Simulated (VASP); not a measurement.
VASP runs on PbSe (rock salt) share one base input (PBE GGA, plane waves, VASP's PBE PAW potentials (set 64)) and change the settings named in each case.

**POSCAR**
```
PbSe
1
    0.0000000000     3.0600000000     3.0600000000
    3.0600000000     0.0000000000     3.0600000000
    3.0600000000     3.0600000000     0.0000000000
Pb Se
1 1
Direct
  0.0000000000   0.0000000000   0.0000000000
  0.5000000000   0.5000000000   0.5000000000
```

KPOINTS:
```
Automatic mesh
0
Gamma
7 7 7
0 0 0
```

### INCAR
```
ALGO = Normal
EDIFF = 1E-6
ENCUT = 400
GGA = PE
ISIF = 2
ISMEAR = 0
LASPH = T
LCHARG = F
LMAXMIX = 4
LREAL = F
LWAVE = F
NELM = 100
PREC = Accurate
SIGMA = 0.05
SYSTEM = PbSe
```

POTCAR, in this order: Pb_d Se (PBE.64 set). Program: vasp_std.

```csv
change,pressure (GPa),plane waves
base run,2.37,1051
ENCUT = 300,2.05,688
ENCUT = 350,2.11,877
ENCUT = 450,2.42,1267
ENCUT = 550,2.40,1693
ENCUT = 600,2.42,1923
ENCUT = 700,2.43,2430
ENCUT = 750,2.42,2698
```
 Unless said otherwise, spin-orbit coupling is left out, though it shifts the bands of the heavy elements here.

Left out are runs that ran out of time, are held back, or changed the cell or the kind of run, fixed moments of cells without a moment, rows past the twelfth, gaps on odd meshes, pressures of charged cells and columns that move by less than the noise.

The compound is PbSe in the rock salt structure. The cell was not relaxed at this level.
